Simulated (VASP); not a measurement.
Data:

```
CELL_PARAMETERS angstrom
      0.00000     2.51523     2.51523
      2.51523     0.00000     2.51523
      2.51523     2.51523     0.00000
ATOMIC_POSITIONS crystal
  Y  0.00000 0.00000 0.00000
  C  0.50000 0.50000 0.50000
```

Computed with PBEsol GGA, VASP's PBE PAW potentials (set 64) (plane waves; VASP 6.6.1). Numerical set-up: 520 eV cut-off, 14×14×14 Γ-centred mesh, tetrahedra with Blöchl corrections, potentials Y_sv C.

Question: Predict the energy per atom (σ→0), band gap (on the k-mesh) with the smallest direct gap where there is one.

Answer: 
- band gap (on the k-mesh): none (metal, semimetal or under 0.01 eV)
- energy per atom (σ→0): -8.242 eV/atom

The structure was generated: YC was put into the rock salt type (Fm-3m), which need not be its known phase. It was relaxed first, which changed the volume by -33 %. The electron count is odd and the run is not spin-polarised, which forces a metal.
